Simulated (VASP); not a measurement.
# BaLiF3 (Amm2) in VASP: further runs

The runs below take BaLiF3 through single point, with LDA.

Program: VASP 6.6.1. These are calculated values, not measurements. Logs are shortened: lines on timing, memory, paths and dates and some standing lists are left out, and cuts for length are marked.

### 1 The cell of the first run

It takes space group Amm2 (No. 38, orthorhombic). Conventional cell: a = 3.989 Å, b = 5.641 Å, c = 5.641 Å, α = 90.00°, β = 90.00°, γ = 90.00°. Ba (site symmetry mm2) is surrounded by 12 F at 2.82 Å. Li (site symmetry mm2) has 4 F at 1.84 to 2.01 Å as nearest neighbours. F (site symmetry m) has 1 Li at 1.84 Å as nearest neighbours. F (site symmetry mm2) has 2 Li at 2.01 Å as nearest neighbours.

The cell comes from a database or a generator and needn't be the stable form of this composition.

### 2 Single point, LDA (all Li atoms moved +0.225 Å, as atom 2 along Cartesian [1 1 0])

The input, INCAR:

```
SYSTEM = BaLiF3
PREC = Accurate ; ENCUT = 520
EDIFF = 1E-6 ; ISMEAR = 0
SIGMA = 0.05 ; LREAL = .FALSE.
LASPH = .TRUE. ; NELM = 100
ALGO = Normal ; ISIF = 2
LWAVE = .FALSE. ; LCHARG = .FALSE.
NBANDS = 25
```

The input, KPOINTS:

```
regular mesh
0
G
  6 6 6
  0 0 0
```

The input, POSCAR:

```
BaLiF3
1.0
    3.9885816400      0.0000000000      0.0000000000
    0.0000000000      3.9885816400      0.0000000000
    0.0000000000      0.0000000000      3.9885816400
Ba Li F
1 1 3
Direct
    0.0000000000      0.0000000000      0.0000000000
    0.5398886221      0.5398886221      0.5000000000
    0.0000000000      0.5000000000      0.5000000000
    0.5000000000      0.5000000000      0.0000000000
    0.5000000000      0.0000000000      0.5000000000
```

Potentials or basis: VASP PAW LDA potentials, release 64 (Ba_sv, Li_sv, F).

Run with:

```console
> cat potpaw_LDA.64/Ba_sv/POTCAR potpaw_LDA.64/Li_sv/POTCAR potpaw_LDA.64/F/POTCAR > POTCAR
> mpirun -np 1 vasp_std > vasp.out
```

OUTCAR:

```text
SYSTEM = BaLiF3
   PREC = Accurate
   ENCUT = 520
   EDIFF = 1E-6
   ISMEAR = 0
   LREAL = .FALSE.
   LASPH = .TRUE.
   NELM = 100
   ISIF = 2

 ion  position               nearest neighbor table
   1  0.000  0.000  0.000-   3 2.82   4 2.82   5 2.82   3 2.82   5 2.82   3 2.82   4 2.82   3 2.82
                             4 2.82   5 2.82   5 2.82   4 2.82   2 3.27   2 3.27   2 3.46   2 3.46
   2  0.540  0.540  0.500-   3 1.84   5 1.84   4 2.01   4 2.01   5 2.16   3 2.16   1 3.27   1 3.27
                             1 3.46   1 3.46   1 3.46   1 3.46   1 3.64   1 3.64
   3  0.000  0.500  0.500-   2 1.84   2 2.16   1 2.82   1 2.82   1 2.82   1 2.82
   4  0.500  0.500  0.000-   2 2.01   2 2.01   1 2.82   1 2.82   1 2.82   1 2.82
   5  0.500  0.000  0.500-   2 1.84   2 2.16   1 2.82   1 2.82   1 2.82   1 2.82

  LATTYP: Found a simple cubic cell.
 ALAT       =     3.9885816400

  Lattice vectors:

 A1 = (   3.9885816400,   0.0000000000,   0.0000000000)
 A2 = (   0.0000000000,   3.9885816400,   0.0000000000)
 A3 = (   0.0000000000,   0.0000000000,   3.9885816400)

Analysis of symmetry for initial positions (statically):
=====================================================================
 Subroutine PRICEL returns:
 Original cell was already a primitive cell.

 Routine SETGRP: Setting up the symmetry group for a
 simple cubic supercell.

 Subroutine GETGRP returns: Found  4 space group operations
 (whereof  4 operations were pure point group operations)
 out of a pool of 48 trial point group operations.

The static configuration has the point symmetry C_2v.

Analysis of symmetry for dynamics (positions and initial velocities):
=====================================================================
 Subroutine PRICEL returns:
 Original cell was already a primitive cell.

 Routine SETGRP: Setting up the symmetry group for a
 simple cubic supercell.

 Subroutine GETGRP returns: Found  4 space group operations
 (whereof  4 operations were pure point group operations)
 out of a pool of 48 trial point group operations.

The dynamic configuration has the point symmetry C_2v.

 Subroutine INISYM returns: Found  4 space group operations
 (whereof  4 operations are pure point group operations),
 and found     1 'primitive' translations

----------------------------------------------------------------------------------------

                                     Primitive cell

  volume of cell :      63.4535

  direct lattice vectors                    reciprocal lattice vectors
     3.988581640  0.000000000  0.000000000     0.250715691  0.000000000  0.000000000
     0.000000000  3.988581640  0.000000000     0.000000000  0.250715691  0.000000000
     0.000000000  0.000000000  3.988581640     0.000000000  0.000000000  0.250715691

  length of vectors
     3.988581640  3.988581640  3.988581640     0.250715691  0.250715691  0.250715691

  position of ions in fractional coordinates (direct lattice)
     0.000000000  0.000000000  0.000000000
     0.539888622  0.539888622  0.500000000
     0.000000000  0.500000000  0.500000000
     0.500000000  0.500000000  0.000000000
     0.500000000  0.000000000  0.500000000

  ion indices of the primitive-cell ions
   primitive index   ion index
                 1           1
                 2           2
                 3           3
                 4           4
                 5           5

----------------------------------------------------------------------------------------

 KPOINTS: regular mesh

Automatic generation of k-mesh.
 Grid dimensions read from file:
 generate k-points for:    6    6    6

 Generating k-lattice:

  Cartesian coordinates                     Fractional coordinates (reciprocal lattice)
     0.041785948  0.000000000  0.000000000     0.166666667  0.000000000  0.000000000
     0.000000000  0.041785948  0.000000000     0.000000000  0.166666667  0.000000000
     0.000000000  0.000000000  0.041785948     0.000000000  0.000000000  0.166666667

  Length of vectors
     0.041785948  0.041785948  0.041785948

  Shift w.r.t. Gamma in fractional coordinates (k-lattice)
     0.000000000  0.000000000  0.000000000

 Subroutine IBZKPT returns following result:
 ===========================================

 Found     52 irreducible k-points:

 Following reciprocal coordinates:
            Coordinates               Weight
  0.000000  0.000000  0.000000      1.000000
  0.166667  0.000000  0.000000      4.000000
  0.000000  0.000000  0.166667      2.000000
  0.333333  0.000000  0.000000      4.000000
  0.000000  0.000000  0.333333      2.000000
  0.500000  0.000000  0.000000      2.000000
[... 16 lines left out ...]
  0.333333  0.000000  0.500000      4.000000
  0.500000  0.500000  0.000000      1.000000
 [... further k-points ...]
   k-points           NKPTS =     52   k-points in BZ     NKDIM =     52   number of bands    NBANDS=     25
   number of dos      NEDOS =    301   number of ions     NIONS =      5
   total plane-waves  NPLWV =  27000
   dimension x,y,z NGX =    30 NGY =   30 NGZ =   30
   dimension x,y,z NGXF=    60 NGYF=   60 NGZF=   60
   ions per type =               1   1   3
   NGX,Y,Z   is equivalent  to a cutoff of  12.50, 12.50, 12.50 a.u.
   NGXF,Y,Z  is equivalent  to a cutoff of  25.01, 25.01, 25.01 a.u.
 SYSTEM =  BaLiF3
   PREC   = accura    normal or accurate (medium, high low for compatibility)
   ISTART =      0    job   : 0-new  1-cont  2-samecut
   ICHARG =      2    charge: 1-file 2-atom 10-const
   ISPIN  =      1    spin polarized calculation?
   LNONCOLLINEAR =      F non collinear calculations
   LSORBIT =      F    spin-orbit coupling
   LASPH  =      T    aspherical Exc in radial PAW
   ENCUT  =  520.0 eV  38.22 Ry    6.18 a.u.   7.42  7.42  7.42*2*pi/ulx,y,z
   NELM   =    100;   NELMIN=  2; NELMDL= -5     # of ELM steps
   EDIFF  = 0.1E-05   stopping-criterion for ELM
   LREAL  =      F    real-space projection
   EDIFFG = 0.1E-04   stopping-criterion for IOM
   NSW    =      0    number of steps for IOM
   IBRION =     -1    ionic relax: 0-MD 1-quasi-New 2-CG
   NFREE  =      0    steps in history (QN), initial steepest desc. (CG)
   ISIF   =      2    stress and relaxation
   ISYM   =      2    0-nonsym 1-usesym 2-fastsym
   POTIM  = 0.5000    time-step for ionic-motion
   TEBEG  =    0.0;   TEEND  =   0.0 temperature during run
   PSTRESS=    0.0 pullay stress
   NELECT =      34.0000    total number of electrons
   NUPDOWN=      -1.0000    fix difference up-down
   EMIN   =  10.00;   EMAX   =-10.00  energy-range for DOS
   EFERMI =   0.00;   METHOD = LEGACY
   ISMEAR =     0;   SIGMA  =   0.05  broadening in eV -4-tet -1-fermi 0-gaus
   EFERMI_NEDOS =   21; number of points for ismear=-14 and -15
   IALGO  =     38    algorithm
   IMIX   =      4    mixing-type and parameters
     AMIX     =   0.40;   BMIX     =  1.00
     AMIX_MAG =   1.60;   BMIX_MAG =  1.00
  volume/ion in A,a.u.               =      12.69        85.64
  Fermi-wavevector in a.u.,A,eV,Ry     =   1.329687  2.512743 24.056007  1.768067
  Thomas-Fermi vector in A             =   2.458830
   LORBIT       =      0    0 simple, 1 ext, 2 COOP (PROOUT), +10 PAW based schemes
   GGA     = CA    functional components
   LHFCALC =     F    Hartree Fock is set to
   AEXX    =    0.0000 exact exchange contribution
   IVDW    =     0    specifies the selected vdW correction
   LEPSILON=     F    determine dielectric tensor
   LRPA    =     F    only Hartree local field effects (RPA)
 non-spin polarized calculation
 Gauss-broadening in eV      SIGMA  =   0.05
  energy-cutoff  :      520.00
  volume of cell :       63.45
 maximum number of plane-waves:      1743
 NGX is ok and might be reduce to    30
   NGX = 15   NGY = 15   NGZ = 15

 number of electron      33.9999961 magnetization

 Free energy of the ion-electron system (eV)
  ---------------------------------------------------
  ext. energy  EPLUGINS =         0.00000000
  ---------------------------------------------------
  free energy    TOTEN  =       -29.14249509 eV

  energy without entropy =      -29.14249509  energy(sigma->0) =      -29.14249509

 E-fermi :  -0.4880     XC(G=0): -10.7293

 val. band max:       -0.8493667429   @ k =   0.0000   0.0000   0.0000
 cond. band min:       5.5934645046   @ k =   0.0000   0.0000   0.0000
 fundamental gap:      6.4428312475
 Fermi energy:        -0.4879620483

 k-point     1 :       0.0000    0.0000    0.0000
  band No.  band energies     occupation
      1     -40.4616      2.00000
      2     -24.2744      2.00000
      3     -20.0752      2.00000
      4     -19.7083      2.00000
      5     -19.6660      2.00000
      6      -9.3065      2.00000
[... 17 lines left out ...]
     24      14.6585      0.00000
     25      15.6140      0.00000

 k-point     2 :       0.1667    0.0000    0.0000
  band No.  band energies     occupation
      1     -40.4611      2.00000
      2     -24.2370      2.00000
      3     -20.1003      2.00000
      4     -19.7538      2.00000
      5     -19.6689      2.00000
      6      -9.2872      2.00000
[... 17 lines left out ...]
     24      14.3869      0.00000
     25      15.8095      0.00000

 k-point     3 :       0.0000    0.0000    0.1667
  band No.  band energies     occupation
      1     -40.4612      2.00000
      2     -24.2368      2.00000
      3     -20.1053      2.00000
      4     -19.7137      2.00000
      5     -19.7038      2.00000
      6      -9.2931      2.00000
[... 17 lines left out ...]
     24      14.4726      0.00000
     25      15.5823      0.00000

 k-point     4 :       0.3333    0.0000    0.0000
  band No.  band energies     occupation
      1     -40.4603      2.00000
      2     -24.1589      2.00000
      3     -20.1698      2.00000
      4     -19.8401      2.00000
      5     -19.6638      2.00000
      6      -9.2602      2.00000
[... 17 lines left out ...]
     24      13.6179      0.00000
     25      15.8823      0.00000
[... 477 lines left out ...]
 k-point    22 :       0.0000    0.5000    0.3333
  band No.  band energies     occupation
      1     -40.4586      2.00000
      2     -24.0345      2.00000
      3     -20.0802      2.00000
      4     -19.9711      2.00000
      5     -19.8020      2.00000
      6      -9.4914      2.00000
[... 17 lines left out ...]
     24      12.5329      0.00000
     25      14.2344      0.00000

 k-point    23 :       0.3333    0.0000    0.5000
  band No.  band energies     occupation
      1     -40.4586      2.00000
      2     -24.0343      2.00000
      3     -20.1053      2.00000
      4     -19.9207      2.00000
      5     -19.8273      2.00000
      6      -9.4977      2.00000
[... 17 lines left out ...]
     24      12.4646      0.00000
     25      14.3414      0.00000

 k-point    24 :       0.5000    0.5000    0.0000
  band No.  band energies     occupation
      1     -40.4582      2.00000
      2     -24.0058      2.00000
      3     -20.0142      2.00000
      4     -19.9987      2.00000
      5     -19.8775      2.00000
      6      -9.5705      2.00000
[... 17 lines left out ...]
     24      12.2453      0.00000
     25      14.1690      0.00000

 [... further k-points ...]
[... 5 lines left out ...]
  --------------------------------------------------------------------------------------
  -------------------------------------------------------------------------------------
  Total       -1.6741042     -1.6741042     -1.9512430      0.0349675      0.0000000      0.0000000
  in kB      -42.2705230    -42.2705230    -49.2681754      0.8829156      0.0000000      0.0000000
  external PRESSURE =     -44.6030738 kB  Pullay stress =       0.0000000 kB

 VOLUME and BASIS-vectors are now :
 -----------------------------------------------------------------------------
  energy-cutoff  :      520.00
  volume of cell :       63.45
      direct lattice vectors                 reciprocal lattice vectors
     3.988581640  0.000000000  0.000000000     0.250715691  0.000000000  0.000000000
     0.000000000  3.988581640  0.000000000     0.000000000  0.250715691  0.000000000
     0.000000000  0.000000000  3.988581640     0.000000000  0.000000000  0.250715691

 POSITION                                       TOTAL-FORCE (eV/Angst)
 -----------------------------------------------------------------------------------
      0.00000      0.00000      0.00000         0.192676      0.192676      0.000000
      2.15339      2.15339      1.99429        -0.525293     -0.525293      0.000000
      0.00000      1.99429      1.99429         0.125504      0.096601      0.000000
      1.99429      1.99429      0.00000         0.110512      0.110512      0.000000
      1.99429      0.00000      1.99429         0.096601      0.125504      0.000000
 -----------------------------------------------------------------------------------
    total drift:                                0.000212      0.000212      0.000002

  FREE ENERGIE OF THE ION-ELECTRON SYSTEM (eV)
  ---------------------------------------------------
  free  energy   TOTEN  =       -29.1424950884 eV

  energy  without entropy=      -29.1424950884  energy(sigma->0) =      -29.14249509
```

Wall time 36 s (1 thread of Intel Xeon Platinum 8488C (Sapphire Rapids), shared host); peak memory 0.2 GiB.

What came out:

```
Free energy            : -29.1425 eV
Largest force          : 0.743 eV/Å
Band gap on the k mesh : 6.44 eV, direct
```

Forces on the atoms (eV/Å):
```
Ba   0.193  0.193  0.000
Li  -0.525 -0.525  0.000
F    0.126  0.097  0.000
F    0.111  0.111  0.000
F    0.097  0.126  0.000
```

Caveat: the cutoff is under 1.25 times the usual one of these potentials, so pressure, stress and relaxed cells hold a basis-set (Pulay) error; spin-orbit coupling is left out, which moves the levels of the heavy elements. A k mesh can miss the band edges.

### 3 Single point, LDA (all Li atoms moved +0.075 Å, as atom 2 along Cartesian [1 1 0])

The input, INCAR:

```
SYSTEM = BaLiF3
ALGO = Fast ; EDIFF = 1E-6
ENCUT = 520 ; ISIF = 2
ISMEAR = 0 ; LASPH = .True.
LCHARG = .False. ; LREAL = .False.
LWAVE = .False. ; NBANDS = 25
NELM = 100 ; PREC = Accurate
SIGMA = 0.05
```

The input, KPOINTS:

```
k-points
0
Gamma
  6 6 6
  0 0 0
```

Edit POSCAR of step 2 so:

```diff
@@ -9,3 +9,3 @@
     0.0000000000      0.0000000000      0.0000000000
-    0.5398886221      0.5398886221      0.5000000000
+    0.5132962074      0.5132962074      0.5000000000
     0.0000000000      0.5000000000      0.5000000000
```

Potentials or basis: VASP PAW LDA potentials, release 64 (Ba_sv, Li_sv, F).

Run with:

```console
> cat potpaw_LDA.64/Ba_sv/POTCAR potpaw_LDA.64/Li_sv/POTCAR potpaw_LDA.64/F/POTCAR > POTCAR
> mpirun -np 1 vasp_std > vasp.out
```

Run time: 2.8 min. Hardware: 1 thread of Intel Xeon Platinum 8488C (Sapphire Rapids), shared host; peak memory 0.2 GiB.

Results (log left out):

| Item | Value |
| --- | --- |
| Free energy | -29.2142 eV |
| Largest force | 0.231 eV/Å |
| Band gap on the k mesh | 6.47 eV, direct |

Forces on the atoms (eV/Å):
```
Ba   0.063  0.063  0.000
Li  -0.163 -0.163  0.000
F    0.027  0.036  0.000
F    0.037  0.037  0.000
F    0.036  0.027  0.000
```

Levels at points of the mesh, in eV from the valence-band top:
| k point | band 15 | band 16 | band 17 | band 18 | band 19 | band 20 |
| --- | --- | --- | --- | --- | --- | --- |
| (0.00, 0.00, 0.00) | 0.00 | 0.00 | 0.00 | 6.47 | 6.47 | 7.90 |
| (0.50, 0.00, 0.00) | -0.78 | -0.48 | -0.47 | 7.94 | 8.46 | 10.22 |
| (0.00, 0.00, 0.50) | -0.77 | -0.48 | -0.47 | 7.95 | 8.46 | 10.23 |
| (0.50, 0.50, 0.00) | -0.61 | -0.22 | -0.19 | 8.76 | 9.07 | 10.72 |
| (0.00, 0.50, 0.50) | -0.62 | -0.22 | -0.19 | 8.76 | 9.08 | 10.72 |
| (0.50, 0.50, 0.50) | -0.14 | -0.14 | -0.14 | 7.90 | 7.90 | 7.90 |

Caveat: the cutoff is under 1.25 times the usual one of these potentials, so pressure, stress and relaxed cells hold a basis-set (Pulay) error; spin-orbit coupling is left out, which moves the levels of the heavy elements. A k mesh can miss the band edges.
